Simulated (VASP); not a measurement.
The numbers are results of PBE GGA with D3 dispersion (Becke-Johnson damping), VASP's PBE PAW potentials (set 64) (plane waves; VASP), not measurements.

VASP input:

**INCAR**
```
# general
SYSTEM  = TiO2
PREC    = Accurate
ENCUT   = 520   # plane-wave cut-off (eV)
LREAL   = .FALSE.
LASPH   = .TRUE.

# electronic loop
EDIFF   = 1E-6   # SCF stop (eV)
NELM    = 100   # most electronic steps
ALGO    = Normal
LMAXMIX = 4   # l cut-off of mixed one-centre charges

# smearing
ISMEAR  = 0   # Gaussian
SIGMA   = 0.05

# functional
GGA     = PE   # PBE
IVDW    = 12   # D3, Becke-Johnson

# ions
IBRION  = 2   # conjugate gradients
NSW     = 60   # most ionic steps
ISIF    = 3   # ions, shape and volume
EDIFFG  = -0.02   # ionic stop

# output
LWAVE   = .FALSE.
LCHARG  = .FALSE.
```

POSCAR:
```
TiO2
1
    4.6086985845     0.0000000000     0.0000000000
    0.0000000000     4.6086985845     0.0000000000
    0.0000000000     0.0000000000     2.9605875229
Ti O
2 4
Direct
  1.0000000000   0.0000000000   0.0000000000
  0.5000000000   0.5000000000   0.5000000000
  0.3043164273   0.3043164273   1.0000000000
  0.8043164273   0.1956835727   0.5000000000
  0.1956835727   0.8043164273   0.5000000000
  0.6956835727   0.6956835727   0.0000000000
```

File KPOINTS:
```
Regular mesh
0
Gamma
 5 5 7
0 0 0
```

POTCAR, in this order: Ti_sv O (PBE.64 set). Program: vasp_std.

Output

**OSZICAR**
```
       N       E                     dE             d eps       ncg     rms          rms(c)
DAV:   1     0.681108052626E+03    0.68111E+03   -0.25370E+04  1344   0.204E+03
DAV:   2     0.509646997536E+02   -0.63014E+03   -0.60955E+03  1428   0.584E+02
DAV:   3    -0.658002597787E+02   -0.11676E+03   -0.11394E+03  2088   0.217E+02
DAV:   4    -0.709930810260E+02   -0.51928E+01   -0.51871E+01  1820   0.488E+01
DAV:   5    -0.712007520249E+02   -0.20767E+00   -0.20763E+00  1928   0.817E+00    0.322E+01
DAV:   6    -0.541745098816E+02    0.17026E+02   -0.11995E+02  1624   0.104E+02    0.121E+01
DAV:   7    -0.538094746151E+02    0.36504E+00   -0.17819E+01  1692   0.333E+01    0.783E+00
DAV:   8    -0.539005423371E+02   -0.91068E-01   -0.52064E+00  1672   0.206E+01    0.473E+00
DAV:   9    -0.536517679012E+02    0.24877E+00   -0.22649E+00  1704   0.130E+01    0.117E+00
DAV:  10    -0.536605369664E+02   -0.87691E-02   -0.11750E-01  1664   0.274E+00    0.240E-01
DAV:  11    -0.536602673548E+02    0.26961E-03   -0.69094E-03  1732   0.618E-01    0.950E-02
DAV:  12    -0.536602629711E+02    0.43836E-05   -0.61957E-04  1792   0.179E-01    0.654E-02
DAV:  13    -0.536602181796E+02    0.44792E-04   -0.21194E-04  1768   0.109E-01    0.810E-03
DAV:  14    -0.536602196306E+02   -0.14510E-05   -0.91345E-06  1652   0.244E-02    0.454E-03
DAV:  15    -0.536602201297E+02   -0.49914E-06   -0.17970E-06  1068   0.971E-03
   1 F= -.55140991E+02 E0= -.55140991E+02  d E =-.551410E+02
```

### OUTCAR
```
------------------------ aborting loop because EDIFF is reached ----------------------------------------
 Edisp (eV)   -1.48077
  FORCE on cell =-STRESS in cart. coord.  units (eV):
  Direction    XX          YY          ZZ          XY          YZ          ZX
  --------------------------------------------------------------------------------------
  Total       0.06555     0.06555    -0.08091     0.00000     0.00000     0.00000
  in kB       1.67018     1.67018    -2.06154     0.00000     0.00000     0.00000
  external pressure =        0.43 kB  Pullay stress =        0.00 kB
  volume of cell :       62.88
      direct lattice vectors                 reciprocal lattice vectors
     4.608698584  0.000000000  0.000000000     0.216980994  0.000000000  0.000000000
     0.000000000  4.608698584  0.000000000     0.000000000  0.216980994  0.000000000
     0.000000000  0.000000000  2.960587523     0.000000000  0.000000000  0.337770795
 POSITION                                       TOTAL-FORCE (eV/Angst)
 -----------------------------------------------------------------------------------
      0.00000      0.00000      0.00000         0.000000     -0.000000     -0.000000
      2.30435      2.30435      1.48029         0.000000     -0.000000     -0.000000
      1.40250      1.40250      0.00000        -0.003424     -0.003424      0.000000
      3.70685      0.90185      1.48029        -0.003424      0.003424     -0.000000
      0.90185      3.70685      1.48029         0.003424     -0.003424      0.000000
      3.20620      3.20620      0.00000         0.003424      0.003424     -0.000000
 -----------------------------------------------------------------------------------
    total drift:                                0.000000      0.000000      0.000000
  FREE ENERGIE OF THE ION-ELECTRON SYSTEM (eV)
  ---------------------------------------------------
  free  energy   TOTEN  =       -55.1409912569 eV

  energy  without entropy=      -55.1409912569  energy(sigma->0) =      -55.14099126

 reached required accuracy - stopping structural energy minimisation
```
(Selected blocks of OUTCAR.)

The compound is TiO2 in the rutile structure. It was relaxed first. The start is the result of an earlier pass.
